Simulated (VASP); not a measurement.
# BaFeO3 (Pm-3m) in VASP: further runs

The runs below take BaFeO3 through single point, with LDA+U.

All numbers are computed with VASP 6.6.1; they aren't measurements. Logs are shortened: lines on timing, memory, paths and dates and some standing lists are left out, and cuts for length are marked.

## (1) The structure

Symmetry: Pm-3m, No. 221, cubic system. The conventional cell has a = 4.020 Å, b = 4.020 Å, c = 4.020 Å, α = 90.00°, β = 90.00°, γ = 90.00°. Ba (site symmetry m-3m) is surrounded by 12 O at 2.84 Å. Around Fe (site symmetry m-3m) lie 6 O at 2.01 Å. O (site symmetry 4/mmm) has 2 Fe at 2.01 Å as nearest neighbours.

## (2) Single point, LDA+U, collinear spin, typed start

File INCAR:

```
PREC = Accurate
ENCUT = 520
EDIFF = 1E-7
ISMEAR = 0
SIGMA = 0.05
LREAL = F
LASPH = T
NELM = 150
ALGO = Normal
ISIF = 2
LWAVE = F
LCHARG = T
ISPIN = 2
MAGMOM = 0 4 0 0 0
LORBIT = 11
LMAXMIX = 4
LDAU = T
LDAUTYPE = 1
LDAUL = -1 2 -1
LDAUU = 0 6 0
LDAUJ = 0 0.5 0
LDAUPRINT = 1
GGA = CA
LELF = T
LVHAR = T
NBANDS = 30
```

File KPOINTS:

```
regular mesh
0
Gamma
  5 5 5
```

File POSCAR:

```
BaFeO3
1.0
    4.0199998300      0.0000000000      0.0000000000
    0.0000000000      4.0199998300      0.0000000000
    0.0000000000      0.0000000000      4.0199998300
Ba Fe O
1 1 3
Direct
    0.0000000000      0.0000000000      0.0000000000
    0.5000000000      0.5000000000      0.5000000000
    0.5000000000      0.5000000000      0.0000000000
    0.0000000000      0.5000000000      0.5000000000
    0.5000000000      0.0000000000      0.5000000000
```

Potentials or basis: VASP PAW LDA potentials, release 64 (Ba_sv, Fe, O).

On the command line:

```bash
$ cat potpaw_LDA.64/Ba_sv/POTCAR potpaw_LDA.64/Fe/POTCAR potpaw_LDA.64/O/POTCAR > POTCAR
$ mpirun -np 1 vasp_std > vasp.out
```

OUTCAR:

```text
PREC = Accurate
   ENCUT = 520
   EDIFF = 1E-7
   ISMEAR = 0
   LREAL = F
   LASPH = T
   NELM = 150
   ISIF = 2
   ISPIN = 2
   LORBIT = 11
   GGA = CA

 ion  position               nearest neighbor table
   1  0.000  0.000  0.000-   3 2.84   4 2.84   5 2.84   4 2.84   5 2.84   3 2.84   4 2.84   4 2.84
                             3 2.84   5 2.84   5 2.84   3 2.84   2 3.48   2 3.48   2 3.48   2 3.48
   2  0.500  0.500  0.500-   3 2.01   4 2.01   5 2.01   3 2.01   5 2.01   4 2.01   1 3.48   1 3.48
                             1 3.48   1 3.48   1 3.48   1 3.48   1 3.48   1 3.48
   3  0.500  0.500  0.000-   2 2.01   2 2.01   1 2.84   1 2.84   1 2.84   1 2.84
   4  0.000  0.500  0.500-   2 2.01   2 2.01   1 2.84   1 2.84   1 2.84   1 2.84
   5  0.500  0.000  0.500-   2 2.01   2 2.01   1 2.84   1 2.84   1 2.84   1 2.84

  LATTYP: Found a simple cubic cell.
 ALAT       =     4.0199998300

  Lattice vectors:

 A1 = (   4.0199998300,   0.0000000000,   0.0000000000)
 A2 = (   0.0000000000,   4.0199998300,   0.0000000000)
 A3 = (   0.0000000000,   0.0000000000,   4.0199998300)

Analysis of symmetry for initial positions (statically):
=====================================================================
 Subroutine PRICEL returns:
 Original cell was already a primitive cell.

 Routine SETGRP: Setting up the symmetry group for a
 simple cubic supercell.

 Subroutine GETGRP returns: Found 48 space group operations
 (whereof 48 operations were pure point group operations)
 out of a pool of 48 trial point group operations.

The static configuration has the point symmetry O_h .

Analysis of symmetry for dynamics (positions and initial velocities):
=====================================================================
 Subroutine PRICEL returns:
 Original cell was already a primitive cell.

 Routine SETGRP: Setting up the symmetry group for a
 simple cubic supercell.

 Subroutine GETGRP returns: Found 48 space group operations
 (whereof 48 operations were pure point group operations)
 out of a pool of 48 trial point group operations.

The dynamic configuration has the point symmetry O_h .

Analysis of structural, dynamic, and magnetic symmetry:
=====================================================================
 Subroutine PRICEL returns:
 Original cell was already a primitive cell.

 Routine SETGRP: Setting up the symmetry group for a
 simple cubic supercell.

 Subroutine GETGRP returns: Found 48 space group operations
 (whereof 48 operations were pure point group operations)
 out of a pool of 48 trial point group operations.

The overall configuration has the point symmetry O_h .
[... 164 lines left out ...]
  o =  0.9882  v =  1.0000  0.0000  0.0000  0.0000  0.0000  0.0000  0.0000  0.0000  0.0000  0.0000      0.0000  0.0000  0.0000  0.0000  0.0000  0.0000  0.0000  0.0000  0.0000  0.0000

 number of electron      35.9999989 magnetization       4.8400552

 Free energy of the ion-electron system (eV)
  ---------------------------------------------------
  ext. energy  EPLUGINS =         0.00000000
  ---------------------------------------------------
  free energy    TOTEN  =       -34.90968337 eV

  energy without entropy =      -34.90426670  energy(sigma->0) =      -34.90697503

 E-fermi :   2.1903     XC(G=0): -11.5497

 val. band max:        2.1842672361   @ k =   0.4000   0.4000   0.4000
 cond. band min:       2.2185451977   @ k =   0.4000   0.2000   0.2000
 fundamental gap:      0.0342779615
 Fermi energy:         2.1903235234

 spin component 1

 k-point     1 :       0.0000    0.0000    0.0000
  band No.  band energies     occupation
      1     -22.3021      1.00000
      2     -14.8383      1.00000
      3     -14.0072      1.00000
      4     -14.0072      1.00000
      5      -7.5469      1.00000
      6      -7.5469      1.00000
[... 319 lines left out ...]
     29      15.7866      0.00000
     30      16.8945      0.00000
 Fermi energy:         2.1903235234

 spin component 2

 k-point     1 :       0.0000    0.0000    0.0000
  band No.  band energies     occupation
      1     -22.2906      1.00000
      2     -14.4479      1.00000
      3     -13.2992      1.00000
      4     -13.2992      1.00000
      5      -7.5164      1.00000
      6      -7.5164      1.00000
[... 319 lines left out ...]
     29      16.3310      0.00000
     30      17.4311      0.00000

------------------------ aborting loop because EDIFF is reached ----------------------------------------

  FORCE on cell =-STRESS in cart. coord.  units (eV):
  Direction    XX          YY          ZZ          XY          YZ          ZX
  --------------------------------------------------------------------------------------
  -------------------------------------------------------------------------------------
  Total       -3.8307976     -3.8307976     -3.8307976     -0.0000000     -0.0000000      0.0000000
  in kB      -94.4760404    -94.4760404    -94.4760404     -0.0000000     -0.0000000      0.0000000
  external PRESSURE =     -94.4760404 kB  Pullay stress =       0.0000000 kB

 VOLUME and BASIS-vectors are now :
 -----------------------------------------------------------------------------
  energy-cutoff  :      520.00
  volume of cell :       64.96
      direct lattice vectors                 reciprocal lattice vectors
     4.019999830  0.000000000  0.000000000     0.248756229  0.000000000  0.000000000
     0.000000000  4.019999830  0.000000000     0.000000000  0.248756229  0.000000000
     0.000000000  0.000000000  4.019999830     0.000000000  0.000000000  0.248756229

 POSITION                                       TOTAL-FORCE (eV/Angst)
 -----------------------------------------------------------------------------------
      0.00000      0.00000      0.00000         0.000000      0.000000      0.000000
      2.01000      2.01000      2.01000         0.000000      0.000000      0.000000
      2.01000      2.01000      0.00000         0.000000      0.000000      0.000000
      0.00000      2.01000      2.01000         0.000000      0.000000      0.000000
      2.01000      0.00000      2.01000         0.000000      0.000000      0.000000
 -----------------------------------------------------------------------------------
    total drift:                                0.000000      0.000000     -0.000000

  FREE ENERGIE OF THE ION-ELECTRON SYSTEM (eV)
  ---------------------------------------------------
  free  energy   TOTEN  =       -34.9096833718 eV

  energy  without entropy=      -34.9042666973  energy(sigma->0) =      -34.90697503

 total charge

# of ion       s       p       d       tot
------------------------------------------
    1        2.004   5.633   0.318   7.955
    2        0.391   0.575   5.823   6.789
    3        1.556   3.368   0.000   4.924
    4        1.556   3.368   0.000   4.924
    5        1.556   3.368   0.000   4.924
--------------------------------------------------
tot          7.062  16.312   6.141  29.515

 magnetization (x)

# of ion       s       p       d       tot
------------------------------------------
    1       -0.000   0.003   0.000   0.003
    2        0.025   0.032   4.015   4.072
    3        0.011   0.201   0.000   0.211
    4        0.011   0.201   0.000   0.211
    5        0.011   0.201   0.000   0.211
--------------------------------------------------
tot          0.057   0.637   4.016   4.709
```

stdout:

```text
POSCAR found type information on POSCAR BaFeO
 POSCAR found :  3 types and       5 ions
 scaLAPACK will be used
 LDA part: xc-table for (Slater(with rela. corr.)+CA(PZ))
 , standard interpolation
 POSCAR, INCAR and KPOINTS ok, starting setup
 FFT: planning ... GRIDC
 FFT: planning ... GRID_SOFT
 FFT: planning ... GRID
 WAVECAR not read
 entering main loop
```

Run time: 2.9 min. Hardware: 1 thread of Intel Xeon Platinum 8488C (Sapphire Rapids), shared host; peak memory 0.17 GiB.

What came out:

```
Free energy                                           : -34.9097 eV
Pressure                                              : -9.4 GPa
Band gap on the k mesh                                : none (metal or under the smearing width)
Net moment                                            : 4.84 μB per cell
Site moments                                          : Ba +0.00; Fe +4.07; O +0.21 μB
Valence electrons inside the program's atomic spheres : Ba 7.96; Fe 6.79; O 4.92
```

Levels at points of the mesh, in eV from the Fermi level:
Spin up:
```csv
k point,band 18,band 19,band 20,band 21,band 22,band 23,band 24,band 25
"(0.00, 0.00, 0.00)",-1.22,-0.36,-0.36,-0.36,5.08,5.08,6.28,7.91
```
Spin down:
| k point | band 12 | band 13 | band 14 | band 15 | band 16 | band 17 | band 18 | band 19 | band 20 | band 21 |
| --- | --- | --- | --- | --- | --- | --- | --- | --- | --- | --- |
| (0.00, 0.00, 0.00) | -0.79 | -0.79 | 0.04 | 0.04 | 0.04 | 1.49 | 1.49 | 1.49 | 1.72 | 1.72 |

Eigenvalues of the final occupation matrices:
```tsv
site	spin	trace	eigenvalues
site 2 d	1	4.94	0.99 0.99 0.99 0.99 0.99
site 2 d	2	0.91	0.12 0.12 0.12 0.28 0.28
```

Caveat: a cell with one magnetic atom can't hold antiferromagnetic order, which such compounds often take. Spin-orbit coupling is left out, which matters for the levels of Ba.

## (3) Single point, LDA+U, collinear spin, twin_end start

File INCAR:

```
SYSTEM = BaFeO3
  PREC = Accurate
  ENCUT = 520
  EDIFF = 1E-7
  ISMEAR = 0
  SIGMA = 0.05
  LREAL = .FALSE.
  LASPH = .TRUE.
  NELM = 150
  ALGO = Fast
  ISIF = 2
  LWAVE = .FALSE.
  LCHARG = .TRUE.
  ISPIN = 2
  MAGMOM = 0.01 4.04 0 0 0
  LORBIT = 11
  LMAXMIX = 4
  LDAU = .TRUE.
  LDAUTYPE = 1
  LDAUL = -1 2 -1
  LDAUU = 0 6 0
  LDAUJ = 0 0.5 0
  LDAUPRINT = 1
  GGA = CA
  LELF = .TRUE.
  LVHAR = .TRUE.
  NBANDS = 30
```

File KPOINTS:

```
Automatic mesh
0
G
  5 5 5
  0 0 0
```

POSCAR is that of step 2.

Potentials or basis: VASP PAW LDA potentials, release 64 (Ba_sv, Fe, O).

On the command line:

```bash
$ cat potpaw_LDA.64/Ba_sv/POTCAR potpaw_LDA.64/Fe/POTCAR potpaw_LDA.64/O/POTCAR > POTCAR
$ mpirun -np 1 vasp_std > vasp.out
```

OUTCAR:

```text
SYSTEM = BaFeO3
   PREC = Accurate
   ENCUT = 520
   EDIFF = 1E-7
   ISMEAR = 0
   LREAL = .FALSE.
   LASPH = .TRUE.
   NELM = 150
   ISIF = 2
   ISPIN = 2
   LORBIT = 11
   GGA = CA

 ion  position               nearest neighbor table
   1  0.000  0.000  0.000-   3 2.84   4 2.84   5 2.84   4 2.84   5 2.84   3 2.84   4 2.84   4 2.84
                             3 2.84   5 2.84   5 2.84   3 2.84   2 3.48   2 3.48   2 3.48   2 3.48
   2  0.500  0.500  0.500-   3 2.01   4 2.01   5 2.01   3 2.01   5 2.01   4 2.01   1 3.48   1 3.48
                             1 3.48   1 3.48   1 3.48   1 3.48   1 3.48   1 3.48
   3  0.500  0.500  0.000-   2 2.01   2 2.01   1 2.84   1 2.84   1 2.84   1 2.84
[... 921 lines left out ...]

 POSITION                                       TOTAL-FORCE (eV/Angst)
 -----------------------------------------------------------------------------------
      0.00000      0.00000      0.00000         0.000000      0.000000      0.000000
      2.01000      2.01000      2.01000         0.000000      0.000000      0.000000
      2.01000      2.01000      0.00000         0.000000      0.000000      0.000000
      0.00000      2.01000      2.01000         0.000000      0.000000      0.000000
      2.01000      0.00000      2.01000         0.000000      0.000000      0.000000
 -----------------------------------------------------------------------------------
    total drift:                                0.000000      0.000000     -0.000000

  FREE ENERGIE OF THE ION-ELECTRON SYSTEM (eV)
  ---------------------------------------------------
  free  energy   TOTEN  =       -34.9096834445 eV

  energy  without entropy=      -34.9042718030  energy(sigma->0) =      -34.90697762

 total charge

# of ion       s       p       d       tot
------------------------------------------
    1        2.004   5.633   0.318   7.955
    2        0.391   0.575   5.823   6.789
    3        1.556   3.368   0.000   4.924
    4        1.556   3.368   0.000   4.924
    5        1.556   3.368   0.000   4.924
--------------------------------------------------
tot          7.062  16.312   6.141  29.515

 magnetization (x)

# of ion       s       p       d       tot
------------------------------------------
    1       -0.000   0.003   0.000   0.003
    2        0.024   0.032   4.015   4.072
    3        0.011   0.201   0.000   0.212
    4        0.011   0.201   0.000   0.212
    5        0.011   0.201   0.000   0.212
--------------------------------------------------
tot          0.057   0.637   4.016   4.710
```

OSZICAR:

```text
N       E                     dE             d eps       ncg     rms          rms(c)
DAV:   1     0.302063198690E+03    0.30206E+03   -0.17356E+04  1200   0.127E+03
DAV:   2    -0.156528372891E+02   -0.31772E+03   -0.28907E+03  1298   0.320E+02
DAV:   3    -0.459339947177E+02   -0.30281E+02   -0.29536E+02  1428   0.111E+02
[... 28 lines left out ...]
RMM:  32    -0.349096797500E+02   -0.13416E-04   -0.17913E-05  1516   0.204E-02    0.189E-02
RMM:  33    -0.349096812245E+02   -0.14745E-05   -0.23740E-06  1466   0.111E-02    0.235E-02
RMM:  34    -0.349096822727E+02   -0.10481E-05   -0.11219E-06  1363   0.621E-03    0.192E-02
RMM:  35    -0.349096834330E+02   -0.11603E-05   -0.49020E-06  1664   0.127E-02    0.277E-03
RMM:  36    -0.349096834445E+02   -0.11516E-07   -0.22507E-07  1008   0.393E-03
   1 F= -.34909683E+02 E0= -.34906978E+02  d E =-.541164E-02  mag=     4.8418
```

stdout:

```text
POSCAR found type information on POSCAR BaFeO
 POSCAR found :  3 types and       5 ions
 scaLAPACK will be used
 LDA part: xc-table for (Slater(with rela. corr.)+CA(PZ))
 , standard interpolation
 POSCAR, INCAR and KPOINTS ok, starting setup
 FFT: planning ... GRIDC
 FFT: planning ... GRID_SOFT
 FFT: planning ... GRID
 WAVECAR not read
 entering main loop
WARNING in EDDRMM: call to ZHEGV failed, returncode =   8  4     28
```

It took 82 s on 1 thread of Intel Xeon Platinum 8488C (Sapphire Rapids), shared host; peak memory 0.17 GiB.

What came out:

| Item | Value |
| --- | --- |
| Free energy | -34.9097 eV |
| Pressure | -9.4 GPa |
| Band gap on the k mesh | none (metal or under the smearing width) |
| Net moment | 4.84 μB per cell |
| Site moments | Ba +0.00; Fe +4.07; O +0.21 μB |
| Valence electrons inside the program's atomic spheres | Ba 7.96; Fe 6.79; O 4.92 |

Eigenvalues of the final occupation matrices:
```
    site  spin  trace               eigenvalues
site 2 d     1   4.94  0.99 0.99 0.99 0.99 0.99
site 2 d     2   0.91  0.12 0.12 0.12 0.28 0.28
```

Caveat: a cell with one magnetic atom can't hold antiferromagnetic order, which such compounds often take. The state reached can hang on the start; a lower one may exist.
